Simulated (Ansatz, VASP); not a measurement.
# LiMgF3 in two plane-wave programs, part 2 of 2

Aim: how closely do two programs agree when they are given the same cell, functional and k mesh? The cell is generated by rule, not measured, and may not be a known phase. The cell is taken from a series of runs on this material, whose earlier steps may have relaxed, scaled, displaced or heated it; both programs get it as it stands.

VASP 6.6.1 and Ansatz 0.2.0.

So far: Set-up; VASP: relaxation of cell and atoms, PBEsol, pair 1; Ansatz: relaxation of cell and atoms, PBEsol, pair 1; Comparison.

The structure was built from a prototype and need not be the compound's stable phase.

### 5. Ansatz: relaxation of cell and atoms, PBEsol, pair 2

Level of this step: Ansatz beside VASP: Kohn-Sham DFT, plane waves, PBEsol (Ansatz).

The relaxed volume is the usual yardstick between codes: in a stiff, nearly cubic crystal its relative difference is about their pressure difference at one cell divided by the bulk modulus.

The cell is taken from a series of runs on this material, whose earlier steps may have relaxed, scaled, displaced or heated it; both programs get it as it stands.

Contents of input.yaml:

```yaml
crystal:
  lattice:
    - [3.5808932517, 0.0, 0.0]
    - [0.0, 3.5808932517, 0.0]
    - [0.0, 0.0, 3.5808932517]
  atoms:
    - { symbol: Mg, position: [0.0, 0.0, 0.0] }
    - { symbol: Li, position: [0.5, 0.5, 0.5] }
    - { symbol: F, position: [0.0, 0.5, 0.5] }
    - { symbol: F, position: [0.5, 0.5, 0.0] }
    - { symbol: F, position: [0.5, 0.0, 0.5] }
kpoints:
  mp_grid: { grid: [8, 8, 8] }
hamiltonian:
  xc: pbesol
scf:
  occupations: { method: fixed }
output:
  forces: true
  stress: true
  eigenvalues: true
relax:
  adjacent_minimum: "off"
  f_tol: 0.001
  max_steps: 60
  cell: { stress_tol: 0.01 }
```

Run with:

```sh
ansatz run input.yaml --threads 4 --pin off --max-ram 7168MiB --backend cpu --events-out ev --progress --plain --runs-dir out
```

Numbers of over 12 decimals in the logs are rounded to 6 here.

What it wrote:

```text
[...]
Crystal: 5 atoms, lattice volume = 45.917 Å³
Basis set: ecut = 420 eV, 895 PW (Γ), exchange–correlation on 48×48×48 points (8 copies of the dense FFT grid, shifted against one another)
Bands: 22, of which v1, the nominal top of the filled ones, is band 17 counted from 1 (16 counted from 0)
Symmetry: 48 space group operations
[...]
k-points: 35 of 512
[...]
--- Relaxed structure (2 steps of the walk, 2 accepted, 1 SCFs on fresh bases) ---
[...]
cell:  # Å, volume = 45.9198 Å³
    - [3.580965, 0.0, 0]
    - [0.0, 3.580965, 0.0]
    - [0, 0, 3.580965]
  atoms:
    - { symbol: Mg, position: [0, 0, 0] }
    - { symbol: Li, position: [0.500000, 0.500000, 0.500000] }
    - { symbol: F, position: [0, 0.500000, 0.500000] }
    - { symbol: F, position: [0.500000, 0.500000, 0] }
    - { symbol: F, position: [0.500000, 0, 0.500000] }
[key lines of the parts left out:]
SCF converged after 10 iterations
Free energy (F): -4521.898171 eV
Fermi energy:    3.694136 eV
P = ⅓ Tr σ = 0.0074 GPa (0.074 kbar)
```

### 6. VASP: relaxation of cell and atoms, PBEsol, pair 2

The same cell, functional and mesh now go to VASP, with its own data sets.

Contents of INCAR:

```
SYSTEM = LiMgF3
PREC = Accurate
ENCUT = 750
EDIFF = 1E-07
NELM = 120
ISMEAR = 0
SIGMA = 0.01
LREAL = .FALSE.
ALGO = Normal
GGA = PS
NBANDS = 19
LORBIT = 11
LWAVE = .FALSE.
LCHARG = .FALSE.
ISIF = 3
IBRION = 2
NSW = 80
EDIFFG = -0.005
LASPH = .TRUE.
GGA_COMPAT = .FALSE.
NELMIN = 4
EFERMI = MIDGAP
KPAR = 2
```

Contents of POSCAR:

```
LiMgF3
1.0
    3.5808930000      0.0000000000      0.0000000000
    0.0000000000      3.5808930000      0.0000000000
    0.0000000000      0.0000000000      3.5808930000
Mg Li F
1 1 3
Direct
    0.0000000000      0.0000000000      0.0000000000
    0.5000000000      0.5000000000      0.5000000000
    0.0000000000      0.5000000000      0.5000000000
    0.5000000000      0.5000000000      0.0000000000
    0.5000000000      0.0000000000      0.5000000000
```

Contents of KPOINTS:

```
Automatic mesh
0
Gamma
8 8 8
0 0 0
```

Potentials, in the order of the species: Mg, Li_sv and F (PBE family, release 64).

Run with:

```sh
mpirun -np 2 vasp_std
```

What it wrote:

```text
[banner, memory and clock lines left out]
running    2 mpi-ranks, on    1 nodes
[...]
[... a notice as in an earlier step ...]

 LDA part: xc-table for (Slater+PW92), standard interpolation
 POSCAR, INCAR and KPOINTS ok, starting setup
[...]
entering main loop
       N       E                     dE             d eps       ncg     rms          rms(c)
DAV:   1     0.198726230126E+03    0.19873E+03   -0.18577E+04  1362   0.185E+03
DAV:   2    -0.136678224236E+02   -0.21239E+03   -0.20402E+03  1606   0.375E+02
DAV:   3    -0.259704761758E+02   -0.12303E+02   -0.12272E+02  1755   0.821E+01
DAV:   4    -0.266427106793E+02   -0.67223E+00   -0.67165E+00  2081   0.130E+01
[...]
DAV:  12    -0.235059356970E+02   -0.10343E-05   -0.80916E-06  1821   0.248E-02    0.269E-03
DAV:  13    -0.235059355221E+02    0.17484E-06   -0.25397E-07  1567   0.453E-03    0.100E-03
DAV:  14    -0.235059354769E+02    0.45264E-07   -0.42507E-08   959   0.182E-03
   1 F= -.23505935E+02 E0= -.23505935E+02  d E =-.235059E+02
[...]
N       E                     dE             d eps       ncg     rms          rms(c)
DAV:   1    -0.235079670191E+02   -0.20315E-02   -0.31717E-02  1408   0.162E+00    0.354E-01
DAV:   2    -0.235061263586E+02    0.18407E-02   -0.74892E-03  1396   0.701E-01    0.496E-02
DAV:   3    -0.235061009836E+02    0.25375E-04   -0.10058E-04  1442   0.898E-02    0.302E-02
DAV:   4    -0.235060853931E+02    0.15590E-04   -0.16779E-05  1954   0.397E-02    0.296E-03
DAV:   5    -0.235060854814E+02   -0.88261E-07   -0.10349E-06  1523   0.908E-03    0.797E-04
DAV:   6    -0.235060858499E+02   -0.36849E-06   -0.44912E-08   857   0.203E-03    0.238E-04
DAV:   7    -0.235060858149E+02    0.35032E-07   -0.13429E-08   803   0.887E-04
   2 F= -.23506086E+02 E0= -.23506086E+02  d E =-.150338E-03
 trial-energy change:   -0.000150  1 .order   -0.000151   -0.000251   -0.000051
 step:   1.2593(harm=  1.2539)  dis= 0.00000  next Energy=   -23.506092 (dE=-0.157E-03)
 reached required accuracy - stopping structural energy minimisation
```

From OUTCAR (step 6):

```text
  Total       -0.0188549     -0.0188549     -0.0188549      0.0000000      0.0000000      0.0000000
  in kB       -0.6596789     -0.6596789     -0.6596789      0.0000000      0.0000000      0.0000000
  external PRESSURE =      -0.6596789 kB  Pullay stress =       0.0000000 kB

 POSITION                                       TOTAL-FORCE (eV/Angst)
 -----------------------------------------------------------------------------------
      0.00000      0.00000      0.00000        -0.000000     -0.000000      0.000000
      1.78884      1.78884      1.78884        -0.000000     -0.000000      0.000000
      0.00000      1.78884      1.78884         0.000000      0.000000      0.000000
      1.78884      1.78884      0.00000        -0.000000     -0.000000      0.000000
      1.78884      0.00000      1.78884        -0.000000      0.000000      0.000000
 -----------------------------------------------------------------------------------
    total drift:                                0.000000     -0.000000     -0.000000

  FREE ENERGIE OF THE ION-ELECTRON SYSTEM (eV)
  ---------------------------------------------------
  free  energy   TOTEN  =       -23.5060858149 eV

  energy  without entropy=      -23.5060858149  energy(sigma->0) =      -23.50608581

[... 1 part as in an earlier step ...]

[... 3 further parts left out ...]
[key lines of the parts left out:]
E-fermi :   2.2451
```

### 7. Differences

What differs besides the data sets and the points named for the pairs above, as far as they apply: fixed occupations in Ansatz, narrow Gaussian smearing in VASP; the data sets hold 34 valence electrons in Ansatz (on its default PAW (the set named soft_2) files) and 26 in VASP. Total energies have different zeros and are not compared.

Both answers:

```csv
quantity,Ansatz,VASP,difference
volume (Å³),45.92,45.79,+0.28 %
"edge a after relaxation, in the typed setting (Å)",3.581,3.578,+0.09 %
```

### 8. Results

| Property | Result |
| --- | --- |
| difference in volume (relaxation of cell and atoms, PBEsol, pair 1) | 0.29 % |
| difference in volume (relaxation of cell and atoms, PBEsol, pair 2) | 0.28 % |

In words: The difference in volume is 0.29 % (relaxation of cell and atoms, PBEsol, pair 1), within the 1.2 % picked in this series as the mark of a large difference, as far as the stopping tolerances let one tell. The data sets hold unlike numbers of valence electrons (34 in Ansatz and 26 in VASP), so part of the differences comes from the potentials. How closely two codes agree says nothing of how well the functional describes the real material.

[Lines on the potential files, build, host, timing and source positions are cut from VASP's logs without a mark.]

[Logs are printed without paths, hosts, clocks, repeated set-up lines and the standing remarks that a program may print on its own settings, such as how far it seeks lower states.]

[Hosts, paths, dates, database ids (printed as entryN), source tags and the programs' standing remarks are cut or masked in the printed files.]
